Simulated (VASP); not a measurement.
# SiO2 (Stishovite): excitons from the Bethe-Salpeter equation, part 4 of 4

What does the electron-hole attraction do to the spectrum of SiO2 (Stishovite)? The cell is of the rutile type, one of the forms listed for this formula. The start is a cell from a database of measured crystal structures.

VASP 6.6.1, plane waves and PAW; the level of theory is named at each step.

So far, lowest excitation (eV): step 5 (BSE, Tamm-Dancoff, BSE on G0W0 on PBE) 7.70; step 6 (without the electron-hole attraction) 8.27.

## (7) Independent quasiparticles

This step: BSE on G0W0 on PBE, independent quasiparticles; plane waves and PAW (Si_GW, O_GW) (VASP 6.6.1).

With LADDER and LHARTREE off the pairs don't interact at all, so the lowest line must equal the direct gap.

Input file INCAR:

```
SYSTEM = SiO2
PREC = Accurate
ENCUT = 440
ISMEAR = 0
SIGMA = 0.01
LREAL = .FALSE.
GGA = PE
NBANDS = 112
ALGO = BSE
NBANDSO = 4
NBANDSV = 4
OMEGAMAX = 25
NEDOS = 1000
CSHIFT = 0.1
PRECFOCK = Fast
LWAVE = .FALSE.
LCHARG = .FALSE.
ENCUTGW = 100
ANTIRES = 0
LADDER = .FALSE.
LHARTREE = .FALSE.
```

Input file POSCAR:

```
SiO2
1.0
    4.1773000000      0.0000000000      0.0000000000
    0.0000000000      4.1773000000      0.0000000000
    0.0000000000      0.0000000000      2.6652000000
Si O
2 4
Direct
    0.0000000000      0.0000000000      0.0000000000
    0.5000000000      0.5000000000      0.5000000000
    0.3059000000      0.3059000000      0.0000000000
    0.1941000000      0.8059000000      0.5000000000
    0.6941000000      0.6941000000      0.0000000000
    0.8059000000      0.1941000000      0.5000000000
```

Input file KPOINTS:

```
Automatic mesh
0
Gamma
6 6 8
0 0 0
```

The projector-augmented-wave data sets are Si_GW and O_GW (PBE family, release 64).

On the command line:

```sh
$ mpirun -np 8 vasp_std
```

What it wrote:

```text
[banner, memory and clock lines left out]
 LDA part: xc-table for (Slater+PW92), standard interpolation
 found WAVECAR, reading the header
 POSCAR, INCAR and KPOINTS ok, starting setup
 FFT: planning ... GRIDC
 FFT: planning ... GRID_SOFT
 FFT: planning ... GRID
 reading WAVECAR
 the WAVECAR file was read successfully
 initial charge from wavefunction
 available memory per node:    141.21 GB, setting MAXMEM to    144594

 Doing            0  frequencies on each core in blocks of            0
 parallelization over k-points
 Using distributed matrix
 Using distributed eigensolver
 allocating two-electron 4 orbital integral table    4    4    4    4
 BSE setting up matrix
 available memory per node:    141.06 GB, setting MAXMEM to    144449
 Calculate matrix elements of the BSE Hamiltonian:
 Workload is divided into blocks of two-electron 4 orbital integrals computed in
  parallel.
 Each block/integral has dimensions  of (   4,   4,   4,   4) orbitals
 Total number of blocks/integrals:                41616
 Number of spins:                                     1
 Number of kpoints:                                 288
 Spin channel:                                        1
  Number of blocks of unoccupied bands:               1
  Number of blocks of occupied bands:                 1
 Number of rows/columns of blocks:                  288

                                                        Time (sec)
               Integrals                 Ranks       Real         CPU
  [         1 -       2304/     41616]     8         0.14        0.00
  [      2305 -       4608/     41616]     8         0.27        0.00
  [      4609 -       6912/     41616]     8         0.40        0.00
  [      6913 -       9216/     41616]     8         0.54        0.00
  [      9217 -      11520/     41616]     8         0.67        0.00
  [     11521 -      13824/     41616]     8         0.80        0.00
  [     13825 -      16128/     41616]     8         0.93        0.00
  [     16129 -      18432/     41616]     8         1.07        0.00
  [     18433 -      20736/     41616]     8         1.20        0.00
  [     20737 -      23040/     41616]     8         1.34        0.00
  [     23041 -      25344/     41616]     8         1.48        0.00
  [     25345 -      27648/     41616]     8         1.61        0.00
  [     27649 -      29952/     41616]     8         1.75        0.00
  [     29953 -      32256/     41616]     8         1.89        0.00
  [     32257 -      34560/     41616]     8         2.03        0.00
  [     34561 -      36864/     41616]     8         2.16        0.00
  [     36865 -      39168/     41616]     8         2.30        0.00
  [     39169 -      41472/     41616]     8         2.43        0.00
  [     41473 -      41616/     41616]     8         2.45        0.00

[... 7 parts as in an earlier step ...]
```

Run time: 12 s. Hardware: 8 MPI ranks of Intel Xeon Platinum 8559C (Emerald Rapids), shared host; peak memory 3 GiB; 88 s of CPU time.

From OUTCAR (step 7):

```text
   NELECT =      32.0000    total number of electrons

 E-fermi :  11.1309

[... 9 parts as in an earlier step ...]

[... 1 further part left out ...]
```

Numbers from this step:

```
lowest excitation : 8.267 eV
```

The imaginary dielectric function has structure finer than the step of the table below, so its rows give means over 1 eV, whole bins alone (the curve runs from 0 to 25 eV). Peaks (eV: height): xx 11.0: 1.03, 13.0: 3.01, 14.0: 1.84, 15.6: 2.60, 16.0: 2.41, 17.0: 1.31; zz 11.3: 1.07, 13.0: 2.25, 13.4: 3.45, 13.9: 2.67, 14.8: 3.21, 16.0: 3.83.

From 4 filled and 4 empty bands alone, without any pair above OMEGAMAX = 25 eV, so strength is missing wherever others contribute; lines are broadened by CSHIFT, which also makes the tail under the first line. Imaginary dielectric function against photon energy; means over each step:

```
photon energy (eV)       xx       zz
                 1   5.9e-4   5.4e-4
                 2  0.00122  0.00109
                 3  0.00198  0.00173
                 4  0.00291  0.00251
                 5  0.00417  0.00351
                 6  0.00607  0.00489
                 7  0.00935  0.00691
                 8   0.0175   0.0103
                 9    0.126   0.0172
                10    0.398   0.0454
                11    0.786    0.531
                12     1.10    0.620
                13     2.09     2.04
                14     1.59     2.03
                15     1.90     2.44
                16     1.86     2.74
                17    0.780    0.914
                18    0.271    0.246
                19   0.0647   0.0370
                20   0.0184   0.0172
                21   0.0116   0.0109
                22  0.00673  0.00764
                23  0.00495  0.00567
                24  0.00384  0.00438
```

The lowest excitation lies at 8.267 eV, +571 meV against the Tamm-Dancoff singlet. It is dark; the first state with over 2 % of the strongest strength among the lowest 40 lies at 9.025 eV. No second mesh in this session tests these energies, peaks and heights.

## (8) Summary

This step: BSE on G0W0 on PBE; plane waves and PAW (VASP 6.6.1).

Derived from the runs above.

Cost is wall time times ranks on a shared host, for this step alone, without the steps before it. Excitations by level:

```
                               level  first excitation (eV)  cost (core minutes)
                   BSE, Tamm-Dancoff                  7.696                 6.67
without the electron-hole attraction                  8.268                 3.47
          independent quasiparticles                  8.267                 1.57
```

## (9) Results

* BSE, Tamm-Dancoff: lowest vertical excitation 7.696 eV; direct gap 8.267 eV
* without the electron-hole attraction: lowest vertical excitation 8.268 eV; direct gap 8.267 eV
* independent quasiparticles: lowest vertical excitation 8.267 eV; direct gap 8.267 eV

In words: The Bethe-Salpeter equation puts the lowest vertical singlet excitation at 7.696 eV, 0.57 eV below the direct gap of 8.267 eV; the states within 10 meV of it carry 0 % of the strength of the strongest such group among the lowest 40 states. The attraction moves the centre of weight of eps2 xx over the computed range by -1.88 eV against the run without the attraction. The spectra were run on one mesh, so the distance from the gap isn't shown to be converged; coarse meshes tend to overstate it. Bands, response cutoff and mesh of the GW step weren't tested in this session. Only the bands set by NBANDSO and NBANDSV form pairs, and any pair above OMEGAMAX = 25 eV is dropped, so the spectrum is that of this window; the window can cut degenerate bands, and the ratio of directions in the curves is that of the window, not of the crystal. The given cell is kept, although it stands at +6.1 GPa at PBE and ENCUT = 440 eV, which holds the mismatch of the given cell with this functional and any basis-set error. Not tabulated here, as repeats of values shown or as unfit to read for their mesh, reference level or band range: eps2 curves (empty bands); eps1 curves and static values (BSE, empty bands, independent quasiparticles, without the electron-hole attraction); line lists of runs without attraction (independent quasiparticles, without the electron-hole attraction).

[Lines on the potential files, build, host, timing and source positions are cut from VASP's logs without a mark.]

[Logs are printed without paths, hosts, clocks, repeated set-up lines and the standing remarks that a program may print on its own settings, such as how far it seeks lower states.]

[Hosts, paths, dates, database ids (printed as entryN), source tags and the programs' standing remarks are cut or masked in the printed files.]

[Pressures printed for these runs are not shown converged in the cutoff: they can be off by several GPa and have the wrong sign.]
